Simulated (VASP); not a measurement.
# HPbNO4 (P1) in VASP: notebook

One crystal, HPbNO4, is run at these levels: PBE+TS, PBE; tasks: atomic charges, relaxation of cell and atoms.

All numbers are computed with VASP 6.6.1; they aren't measurements. Logs are shortened: lines on timing, memory, paths and dates and some standing lists are left out, and cuts for length are marked.

## 1. The structure

The typed cell holds 7 atoms: a = 3.857 Å, b = 4.338 Å, c = 5.984 Å, α = 81.87°, β = 83.26°, γ = 87.68°.

The cell was built by a generator and needn't be a form met in nature.

## 2. Atomic charges, PBE+TS

INCAR reads:

```
SYSTEM = HPbNO4
ALGO     = Normal         ! electronic algorithm
EDIFF    = 1E-6           ! SCF threshold, eV
ENCUT    = 520            ! plane-wave cutoff, eV
GGA      = PE             ! functional
ISIF     = 2              ! what is computed and relaxed
ISMEAR   = -1             ! smearing method
IVDW     = 2              ! dispersion correction
KPAR     = 4            
LASPH    = .True.         ! aspherical terms in the spheres
LCHARG   = .False.        ! write CHGCAR
LORBIT   = 10             ! projections on sites
LREAL    = .False.        ! projectors in reciprocal space
LWAVE    = .False.        ! write WAVECAR
NELM     = 100            ! most SCF steps
PREC     = Accurate       ! precision mode
SIGMA    = 0.05           ! smearing width, eV
```

KPOINTS reads:

```
k-points
0
Gamma
  7 6 5
  0 0 0
```

POSCAR reads:

```
HPbNO4
1.0
    3.8570700000      0.0017800000     -0.0365800000
    0.1735300000      4.3343600000     -0.0164700000
    0.7580300000      0.8387300000      5.8766200000
H Pb N O
1 1 1 4
Direct
    0.6151100000      0.8955900000      0.1984400000
    0.6459700000      0.4465100000      0.9168500000
    0.7147400000      0.2381000000      0.5005800000
    0.1695800000      0.4700700000      0.7776800000
    0.6291900000      0.9704500000      0.4984500000
    0.5642400000      0.9258300000      0.0384900000
    0.7802200000      0.4225000000      0.3195100000
```

Potentials or basis: VASP PAW PBE potentials, release 64 (H, Pb_d, N, O).

Run with:

```sh
$ cat potpaw_PBE.64/H/POTCAR potpaw_PBE.64/Pb_d/POTCAR potpaw_PBE.64/N/POTCAR potpaw_PBE.64/O/POTCAR > POTCAR
$ mpirun -np 4 vasp_std > vasp.out
```

OUTCAR:

```text
SYSTEM = HPbNO4
   EDIFF = 1E-6
   ENCUT = 520
   GGA = PE
   ISIF = 2
   ISMEAR = -1
   IVDW = 2
   LASPH = .True.
   LORBIT = 10
   LREAL = .False.
   NELM = 100
   PREC = Accurate
  IVDW =   2

 ion  position               nearest neighbor table
   1  0.615  0.896  0.198-   6 0.99
   2  0.646  0.447  0.917-   4 2.09   4 2.10   6 2.30   6 2.30   7 2.51   3 2.75
   3  0.715  0.238  0.501-   5 1.22   7 1.26   2 2.75
   4  0.170  0.470  0.778-   2 2.09   2 2.10
   5  0.629  0.970  0.498-   3 1.22
   6  0.564  0.926  0.038-   1 0.99   2 2.30   2 2.30
   7  0.780  0.422  0.320-   3 1.26   2 2.51

  LATTYP: Found a triclinic cell.
 ALAT       =     9.0022731292
 B/A-ratio  =     1.1034313029
 C/A-ratio  =     0.8320978899
 COS(alpha) =     0.0134657135
 COS(beta)  =     0.5861289562
 COS(gamma) =     0.8046043717

  Lattice vectors:

 A1 = (  -7.8876700000,  -4.3379200000,   0.0896300000)
 A2 = (  -7.1296400000,  -3.4991900000,   5.9662500000)
 A3 = (  -4.6151000000,  -0.8405100000,  -5.8400400000)

Analysis of symmetry for initial positions (statically):
=====================================================================
 Subroutine PRICEL returns:
 Original cell was already a primitive cell.

 Routine SETGRP: Setting up the symmetry group for a
 triclinic supercell.

 Subroutine GETGRP returns: Found  1 space group operations
 (whereof  1 operations were pure point group operations)
 out of a pool of  2 trial point group operations.

The static configuration has the point symmetry C_1 .

Analysis of symmetry for dynamics (positions and initial velocities):
=====================================================================
 Subroutine PRICEL returns:
 Original cell was already a primitive cell.

 Routine SETGRP: Setting up the symmetry group for a
 triclinic supercell.

 Subroutine GETGRP returns: Found  1 space group operations
 (whereof  1 operations were pure point group operations)
 out of a pool of  2 trial point group operations.

The dynamic configuration has the point symmetry C_1 .

 Subroutine INISYM returns: Found  1 space group operations
 (whereof  1 operations are pure point group operations),
 and found     1 'primitive' translations

----------------------------------------------------------------------------------------

                                     Primitive cell

  volume of cell :      98.4112

  direct lattice vectors                    reciprocal lattice vectors
     3.857070000  0.001780000 -0.036580000     0.258966393 -0.010489196 -0.031907234
     0.173530000  4.334360000 -0.016470000    -0.000418053  0.230606447 -0.032858965
     0.758030000  0.838730000  5.876620000     0.001610808  0.000581013  0.169875140

  length of vectors
     3.857243867  4.337863591  5.984374664     0.261135381  0.232936085  0.169883771

  position of ions in fractional coordinates (direct lattice)
     0.615110000  0.895590000  0.198440000
     0.645970000  0.446510000  0.916850000
     0.714740000  0.238100000  0.500580000
     0.169580000  0.470070000  0.777680000
     0.629190000  0.970450000  0.498450000
     0.564240000  0.925830000  0.038490000
     0.780220000  0.422500000  0.319510000

  ion indices of the primitive-cell ions
   primitive index   ion index
                 1           1
                 2           2
                 3           3
                 4           4
                 5           5
                 6           6
                 7           7

----------------------------------------------------------------------------------------

 KPOINTS: k-points

Automatic generation of k-mesh.
 Grid dimensions read from file:
 generate k-points for:    7    6    5

 Generating k-lattice:

  Cartesian coordinates                     Fractional coordinates (reciprocal lattice)
     0.036995199 -0.001498457 -0.004558176     0.142857143 -0.000000000  0.000000000
    -0.000069676  0.038434408 -0.005476494     0.000000000  0.166666667  0.000000000
     0.000322162  0.000116203  0.033975028    -0.000000000 -0.000000000  0.200000000

  Length of vectors
     0.037305054  0.038822681  0.033976754

  Shift w.r.t. Gamma in fractional coordinates (k-lattice)
     0.000000000  0.000000000  0.000000000

 Subroutine IBZKPT returns following result:
 ===========================================

 Found    106 irreducible k-points:

 Following reciprocal coordinates:
            Coordinates               Weight
  0.000000  0.000000  0.000000      1.000000
  0.142857 -0.000000  0.000000      2.000000
  0.285714 -0.000000  0.000000      2.000000
  0.428571  0.000000  0.000000      2.000000
  0.000000  0.166667  0.000000      2.000000
  0.142857  0.166667  0.000000      2.000000
[... 16 lines left out ...]
  0.000000  0.000000  0.200000      2.000000
  0.142857  0.000000  0.200000      2.000000
 [... further k-points ...]
   k-points           NKPTS =    106   k-points in BZ     NKDIM =    106   number of bands    NBANDS=     26
   number of dos      NEDOS =    301   number of ions     NIONS =      7
   total plane-waves  NPLWV =  46080
   dimension x,y,z NGX =    30 NGY =   32 NGZ =   48
   dimension x,y,z NGXF=    60 NGYF=   64 NGZF=   96
   ions per type =               1   1   1   4
   NGX,Y,Z   is equivalent  to a cutoff of  12.93, 12.26, 13.33 a.u.
   NGXF,Y,Z  is equivalent  to a cutoff of  25.86, 24.53, 26.67 a.u.
 SYSTEM =  HPbNO4
   PREC   = accura    normal or accurate (medium, high low for compatibility)
   ISTART =      0    job   : 0-new  1-cont  2-samecut
   ICHARG =      2    charge: 1-file 2-atom 10-const
   ISPIN  =      1    spin polarized calculation?
   LNONCOLLINEAR =      F non collinear calculations
   LSORBIT =      F    spin-orbit coupling
   LASPH  =      T    aspherical Exc in radial PAW
   ENCUT  =  520.0 eV  38.22 Ry    6.18 a.u.   7.17  8.07 11.13*2*pi/ulx,y,z
   NELM   =    100;   NELMIN=  2; NELMDL= -5     # of ELM steps
   EDIFF  = 0.1E-05   stopping-criterion for ELM
   LREAL  =      F    real-space projection
   EDIFFG = 0.1E-04   stopping-criterion for IOM
   NSW    =      0    number of steps for IOM
   IBRION =     -1    ionic relax: 0-MD 1-quasi-New 2-CG
   NFREE  =      0    steps in history (QN), initial steepest desc. (CG)
   ISIF   =      2    stress and relaxation
   ISYM   =      2    0-nonsym 1-usesym 2-fastsym
   POTIM  = 0.5000    time-step for ionic-motion
   TEBEG  =    0.0;   TEEND  =   0.0 temperature during run
   PSTRESS=    0.0 pullay stress
   NELECT =      44.0000    total number of electrons
   NUPDOWN=      -1.0000    fix difference up-down
   EMIN   =  10.00;   EMAX   =-10.00  energy-range for DOS
   EFERMI =   0.00;   METHOD = LEGACY
   ISMEAR =    -1;   SIGMA  =   0.05  broadening in eV -4-tet -1-fermi 0-gaus
   EFERMI_NEDOS =   21; number of points for ismear=-14 and -15
   IALGO  =     38    algorithm
   IMIX   =      4    mixing-type and parameters
     AMIX     =   0.40;   BMIX     =  1.00
     AMIX_MAG =   1.60;   BMIX_MAG =  1.00
  volume/ion in A,a.u.               =      14.06        94.87
  Fermi-wavevector in a.u.,A,eV,Ry     =   1.251827  2.365609 21.321279  1.567070
  Thomas-Fermi vector in A             =   2.385756
   LORBIT       =     10    0 simple, 1 ext, 2 COOP (PROOUT), +10 PAW based schemes
   GGA     = PE    functional components
   LHFCALC =     F    Hartree Fock is set to
   AEXX    =    0.0000 exact exchange contribution
   IVDW    =     2    specifies the selected vdW correction
   LEPSILON=     F    determine dielectric tensor
   LRPA    =     F    only Hartree local field effects (RPA)
 non-spin polarized calculation
  energy-cutoff  :      520.00
  volume of cell :       98.41
 maximum number of plane-waves:      2673
 NGX is ok and might be reduce to    30
   NGX = 15   NGY = 17   NGZ = 23

 number of electron      43.9999991 magnetization

 Free energy of the ion-electron system (eV)
  ---------------------------------------------------
  ext. energy  EPLUGINS =         0.00000000
  ---------------------------------------------------
  free energy    TOTEN  =       -38.65027129 eV

  energy without entropy =      -38.64933699  energy(sigma->0) =      -38.64980414

 E-fermi :   1.0173     XC(G=0):  -8.7843

 val. band max:        0.7987567560   @ k =  -0.4286  -0.3333   0.2000
 cond. band min:       1.1602640354   @ k =  -0.0000   0.0000   0.4000
 fundamental gap:      0.3615072794
 Fermi energy:         1.0172907152

 k-point     1 :       0.0000    0.0000    0.0000
  band No.  band energies     occupation
      1     -24.0634      2.00000
      2     -19.7040      2.00000
      3     -17.7133      2.00000
      4     -17.2225      2.00000
      5     -15.0653      2.00000
      6     -14.9653      2.00000
[... 18 lines left out ...]
     25       6.0228      0.00000
     26       7.8578      0.00000

 k-point     2 :       0.1429   -0.0000    0.0000
  band No.  band energies     occupation
      1     -24.0601      2.00000
      2     -19.7029      2.00000
      3     -17.7081      2.00000
      4     -17.1295      2.00000
      5     -15.0688      2.00000
      6     -14.9642      2.00000
[... 18 lines left out ...]
     25       6.3017      0.00000
     26       7.9339      0.00000

 k-point     3 :       0.2857   -0.0000    0.0000
  band No.  band energies     occupation
      1     -24.0527      2.00000
      2     -19.7003      2.00000
      3     -17.6968      2.00000
      4     -16.9142      2.00000
      5     -15.0376      2.00000
      6     -14.9615      2.00000
[... 18 lines left out ...]
     25       6.9318      0.00000
     26       7.9960      0.00000

 k-point     4 :       0.4286    0.0000    0.0000
  band No.  band energies     occupation
      1     -24.0466      2.00000
      2     -19.6982      2.00000
      3     -17.6879      2.00000
      4     -16.7400      2.00000
      5     -14.9693      2.00000
      6     -14.9590      2.00000
[... 18 lines left out ...]
     25       7.3518      0.00000
     26       7.9527      0.00000
[... 496 lines left out ...]
      1     -24.0053      2.00000
      2     -19.8053      2.00000
      3     -17.4875      2.00000
      4     -16.7355      2.00000
      5     -15.0159      2.00000
      6     -14.9424      2.00000
[... 18 lines left out ...]
     25       6.9472      0.00000
     26       7.4121      0.00000

 k-point    23 :       0.0000    0.0000    0.2000
  band No.  band energies     occupation
      1     -24.0622      2.00000
      2     -19.7050      2.00000
      3     -17.7140      2.00000
      4     -17.2235      2.00000
      5     -15.0651      2.00000
      6     -14.9666      2.00000
[... 18 lines left out ...]
     25       6.1932      0.00000
     26       8.0725      0.00000

 k-point    24 :       0.1429    0.0000    0.2000
  band No.  band energies     occupation
      1     -24.0590      2.00000
      2     -19.7037      2.00000
      3     -17.7090      2.00000
      4     -17.1306      2.00000
      5     -15.0710      2.00000
      6     -14.9654      2.00000
[... 18 lines left out ...]
     25       6.4308      0.00000
     26       8.1024      0.00000

 [... further k-points ...]

------------------------ aborting loop because EDIFF is reached ----------------------------------------

  Hirshfeld charges:
            ion         q(e)
   ------------------------------
      1     H        0.07260819
      2     Pb       0.60497457
      3     N        0.12480477
      4     O       -0.31213820
      5     O       -0.08476137
      6     O       -0.28484982
      7     O       -0.12063813

  Tkatchenko/Scheffler method for vdW energy calculation

  Number of pair interactions contributing to vdW energy:  148984

  Edisp (eV):   -0.57533

  FORCE on cell =-STRESS in cart. coord.  units (eV):
  Direction    XX          YY          ZZ          XY          YZ          ZX
  --------------------------------------------------------------------------------------
  -------------------------------------------------------------------------------------
  Total      -0.57444     0.16965    -0.09969     0.28530    -0.22067     0.02198
  in kB      -9.35213     2.76196    -1.62293     4.64482    -3.59260     0.35790
  external pressure =       -2.74 kB  Pullay stress =        0.00 kB

 VOLUME and BASIS-vectors are now :
 -----------------------------------------------------------------------------
  energy-cutoff  :      520.00
  volume of cell :       98.41
      direct lattice vectors                 reciprocal lattice vectors
     3.857070000  0.001780000 -0.036580000     0.258966393 -0.010489196 -0.031907234
     0.173530000  4.334360000 -0.016470000    -0.000418053  0.230606447 -0.032858965
     0.758030000  0.838730000  5.876620000     0.001610808  0.000581013  0.169875140

 POSITION                                       TOTAL-FORCE (eV/Angst)
 -----------------------------------------------------------------------------------
      2.67836      4.04934      1.12891         0.022603     -0.013682      0.094578
      3.26403      2.70547      5.35700         0.000362      0.024769      0.012545
      3.17757      1.45313      2.91165         0.143048      0.328008      0.311995
      1.32516      2.69002      4.55618        -0.017978      0.006025     -0.012298
      2.97307      4.62546      2.89020        -0.190976     -0.580517      0.016656
      2.36615      4.04617      0.19030        -0.030272     -0.003970     -0.075968
      3.32488      2.10064      1.84214         0.073214      0.239367     -0.347510
 -----------------------------------------------------------------------------------
    total drift:                                0.000817      0.001400     -0.001993

  FREE ENERGIE OF THE ION-ELECTRON SYSTEM (eV)
  ---------------------------------------------------
  free  energy   TOTEN  =       -39.2256051731 eV

  energy  without entropy=      -39.2246708726  energy(sigma->0) =      -39.22513802

 total charge

# of ion       s       p       d       tot
------------------------------------------
    1        0.590   0.123   0.000   0.713
    2        1.160   0.667   9.951  11.779
    3        1.282   2.481   0.000   3.763
    4        1.593   3.311   0.000   4.904
    5        1.604   3.471   0.000   5.074
    6        1.571   3.484   0.000   5.056
    7        1.600   3.454   0.000   5.053
--------------------------------------------------
tot          9.400  16.990   9.951  36.341
```

Run time: 50 s. Hardware: 4 MPI ranks of Intel Xeon 6975P-C (Granite Rapids), shared host; peak memory 0.39 GiB.

Results:

```yaml
Free_energy: -39.2256 eV
Pressure: -0.3 GPa
Largest_force: 0.611 eV/Å
Band_gap_on_the_k_mesh: 0.36 eV, indirect (least direct gap 0.59 eV)
Valence_electrons_inside_the_program's_atomic_spheres: H 0.71; Pb 11.78; N 3.76; O 4.90, 5.07, 5.06, 5.05
Hirshfeld_charges: H +0.07; Pb +0.60; N +0.12; O -0.31, -0.08, -0.28, -0.12 e
Dispersion_energy_per_atom: -0.082 eV
```

Forces on the atoms (eV/Å):
```
H    0.023 -0.014  0.095
Pb   0.000  0.025  0.013
N    0.143  0.328  0.312
O   -0.018  0.006 -0.012
O   -0.191 -0.581  0.017
O   -0.030 -0.004 -0.076
O    0.073  0.239 -0.348
```

Stress tensor (GPa, compression positive):
```
-0.94  0.46  0.04
 0.46  0.28 -0.36
 0.04 -0.36 -0.16
```

Caveat: the standard files for N, O and F lose accuracy on very short bonds; spin-orbit coupling is left out, which as a rule narrows the gap of such compounds by several tenths of an eV; an odd mesh through Γ misses points on the zone boundary, where band edges often lie.

## 3. Relaxation of cell and atoms, PBE

INCAR reads:

```
PREC     = Accurate       # precision mode
ENCUT    = 600            # plane-wave cutoff, eV
EDIFF    = 1E-6           # SCF threshold, eV
ISMEAR   = -1             # smearing method
SIGMA    = 0.05           # smearing width, eV
LREAL    = F              # projectors in reciprocal space
LASPH    = T              # aspherical terms in the spheres
NELM     = 100            # most SCF steps
ALGO     = Fast           # electronic algorithm
ISIF     = 3              # what is computed and relaxed
LWAVE    = F              # write WAVECAR
LCHARG   = F              # write CHGCAR
GGA      = PE             # functional
IBRION   = 2              # ionic algorithm
NSW      = 60             # ionic steps
EDIFFG   = -0.02          # ionic threshold
KPAR     = 4
```

KPOINTS reads:

```
Automatic mesh
0
Gamma
  7 6 5
```

POSCAR is that of step 2.

Potentials or basis: VASP PAW PBE potentials, release 64 (H, Pb_d, N, O).

Run with:

```sh
$ cat potpaw_PBE.64/H/POTCAR potpaw_PBE.64/Pb_d/POTCAR potpaw_PBE.64/N/POTCAR potpaw_PBE.64/O/POTCAR > POTCAR
$ mpirun -np 4 vasp_std > vasp.out
```

Run time: 16 min. Hardware: 4 MPI ranks of AMD EPYC 7R13 (Zen 3), shared host; peak memory 0.46 GiB.

Results (log left out):

```
Free energy                            : -38.6709 eV
Relaxed volume                         : 13.92 Å³/atom
Relaxed cell                           : a = 3.853 Å, b = 4.327 Å, c = 5.949 Å, α = 81.65°, β = 83.31°, γ = 87.67°
Space group after relaxing (to 0.05 Å) : P1 (No. 1)
Energy gained by relaxing              : 0.8 meV/atom
Ionic steps                            : 20
Pressure after relaxing                : 0.0 GPa
Largest force after relaxing           : 0.019 eV/Å
Band gap on the k mesh                 : 0.40 eV, indirect (least direct gap 0.63 eV)
```

Forces in eV/Å, atoms in the order of the input:
```
H   -0.006 -0.004 -0.008
Pb  -0.001  0.014 -0.007
N    0.010  0.003  0.013
O   -0.007  0.009 -0.001
O    0.001 -0.009  0.005
O   -0.003  0.005 -0.004
O    0.007 -0.017  0.002
```

Stress tensor (GPa, compression positive):
```
-0.04  0.00  0.04
 0.00 -0.12  0.01
 0.04  0.01  0.05
```

Step by step:
| step | energy change (eV) | largest force (eV/Å) | pressure (GPa) | volume (Å³) |
| --- | --- | --- | --- | --- |
| 1 | 0.0000 | 0.6069 | 0.50 | 98.41 |
| 2 | 0.0689 | 2.3587 | -3.35 | 99.03 |
| 3 | -0.0037 | 0.0984 | -0.27 | 98.52 |
| 4 | -0.0037 | 0.0969 | -0.25 | 98.52 |
| 5 | -0.0036 | 0.2642 | -0.29 | 98.27 |
| 6 | -0.0040 | 0.0770 | -0.27 | 98.40 |
| 7 | -0.0046 | 0.0384 | -0.13 | 98.08 |
| 8 | -0.0047 | 0.0463 | 0.02 | 97.78 |
| 9 | -0.0048 | 0.0535 | -0.01 | 97.70 |
| 10 | -0.0048 | 0.0555 | -0.01 | 97.70 |
| 11 | -0.0049 | 0.0336 | 0.03 | 97.65 |
| 12 | -0.0050 | 0.0634 | 0.07 | 97.60 |
| 13 | -0.0050 | 0.0399 | 0.05 | 97.58 |
| 14 | -0.0051 | 0.0822 | -0.02 | 97.54 |
| 15 | -0.0052 | 0.0687 | -0.02 | 97.53 |
| 16 | -0.0053 | 0.0316 | -0.03 | 97.49 |
| 17 | -0.0053 | 0.0484 | -0.03 | 97.40 |
| 18 | -0.0053 | 0.0252 | -0.03 | 97.45 |
| 19 | -0.0053 | 0.0257 | -0.04 | 97.44 |
| 20 | -0.0053 | 0.0188 | -0.04 | 97.43 |

Final structure:
```xyz
7
Lattice="3.8527 0.0021 -0.0396 0.1738 4.3235 -0.0092 0.7522 0.8465 5.8402" Properties=species:S:1:pos:R:3 pbc="T T T"
H     2.6742    4.0417    1.1408
Pb    3.2551    2.7123    5.3194
N     3.1730    1.4534    2.8986
O     1.3181    2.6939    4.5186
O     2.9639    4.6069    2.8800
O     2.3643    4.0396    0.1981
O     3.3249    2.1016    1.8216
```

Levels at points of the mesh, in eV from the valence-band top:
| k point | band 19 | band 20 | band 21 | band 22 | band 23 | band 24 | band 25 | band 26 |
| --- | --- | --- | --- | --- | --- | --- | --- | --- |
| (0.00, 0.00, 0.00) | -1.54 | -1.09 | -0.92 | -0.60 | 1.23 | 2.85 | 5.33 | 7.14 |
| (0.00, 0.50, 0.00) | -1.29 | -1.13 | -0.82 | -0.44 | 1.61 | 2.90 | 5.79 | 6.24 |

Caveat: the standard files for N, O and F lose accuracy on very short bonds; spin-orbit coupling is left out, which as a rule narrows the gap of such compounds by several tenths of an eV; an odd mesh through Γ misses points on the zone boundary, where band edges often lie.
